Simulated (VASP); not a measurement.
Data:

```
CdS
1.0
    2.06048    -3.56885     0.00000
    2.06048     3.56885     0.00000
    0.00000     0.00000     6.69284
Cd S
2 2
Direct
  0.66667   0.33333   0.50000
  0.33333   0.66667   0.00000
  0.66667   0.33333   0.87700
  0.33333   0.66667   0.37700
```

The numbers are results of PBE GGA, VASP's PBE PAW potentials (set 64) (plane waves; VASP), not measurements. Settings: 520 eV cut-off, 6×6×4 Γ-centred mesh, Gaussian smearing of 0.050 eV, potentials Cd S.

### Question
Estimate the energy per atom (σ→0), pressure, band gap (on the k-mesh) with the smallest direct gap where there is one.

### Answer

* **band gap (on the k-mesh)**: 1.25 eV
* **smallest direct gap (on the k-mesh)**: 1.25 eV
* **energy per atom (σ→0)**: -3.057 eV/atom
* **pressure**: 3.80 GPa

Only differences to runs with the same potentials and settings are physical.

The compound is CdS in the wurtzite structure. This cell is one point of a volume scan, at 0.94 of the reference volume.
